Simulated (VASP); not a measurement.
Consider the following.

```
Au
1.0
    0.00000     2.09236     2.09236
    2.09236     0.00000     2.09236
    2.09236     2.09236     0.00000
Au
1
Direct
  0.00000   0.00000   0.00000
```

All values below come from PBE GGA with D4 dispersion, VASP's PBE PAW potentials (set 64) (plane waves; VASP). Settings: 520 eV cut-off, 15×15×15 Γ-centred mesh, first-order Methfessel-Paxton smearing of 0.10 eV, potentials Au.

Task: Give the stress tensor in GPa (positive for a compressed cell).

Result: 
```
-8.02   0.00   0.00
 0.00  -8.02   0.00
 0.00   0.00  -8.02
```
The pressure is its mean diagonal, -8.02 GPa.

The compound is Au in the fcc structure. This cell is one point of a volume scan, at 1.06 of the reference volume.
